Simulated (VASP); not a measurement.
Elastic constants (GPa) of a crystal from LDA (Ceperley-Alder, Perdew-Zunger), VASP's LDA PAW potentials (set 64) (VASP 6.6.1):

```json
[
 {"": "xx", "xx": "62.7", "yy": "46.0", "zz": "46.0", "yz": "0.0", "xz": "0.0", "xy": "0.0"},
 {"": "yy", "xx": "46.0", "yy": "62.7", "zz": "46.0", "yz": "0.0", "xz": "0.0", "xy": "0.0"},
 {"": "zz", "xx": "46.0", "yy": "46.0", "zz": "62.7", "yz": "0.0", "xz": "0.0", "xy": "0.0"},
 {"": "yz", "xx": "0.0", "yy": "0.0", "zz": "0.0", "yz": "23.0", "xz": "0.0", "xy": "0.0"},
 {"": "xz", "xx": "0.0", "yy": "0.0", "zz": "0.0", "yz": "0.0", "xz": "23.0", "xy": "0.0"},
 {"": "xy", "xx": "0.0", "yy": "0.0", "zz": "0.0", "yz": "0.0", "xz": "0.0", "xy": "23.0"}
]
```

Work out the Voigt, Reuss and Hill moduli, Young's modulus and Poisson's ratio.

All eigenvalues are positive (smallest 16.7 GPa), so the crystal is stable. K_V = (C11+C22+C33+2(C12+C13+C23))/9 = (188.1 + 2×138.0)/9 = 51.6 GPa; G_V = (188.1 − 138.0 + 3×69.0)/15 = 17.1 GPa. From the compliances, K_R = 51.6 GPa and G_R = 13.5 GPa. Hill: K = 51.6 GPa, G = 15.3 GPa, E = 9KG/(3K+G) = 41.8 GPa, ν = (3K−2G)/(2(3K+G)) = 0.365. K/G = 3.36, above Pugh's 1.75; universal anisotropy A^U = 1.34.

With a density of 3.40 g/cm³, what are the mean sound speeds?

v_l = √((K+4G/3)/ρ) = 4.60 km/s and v_t = √(G/ρ) = 2.12 km/s. The crystal is MgSe (space group F-43m), cubic.

The structure comes from a computed database's MgSe entry (F-43m); how it stands against other phases isn't given here. It was relaxed first.
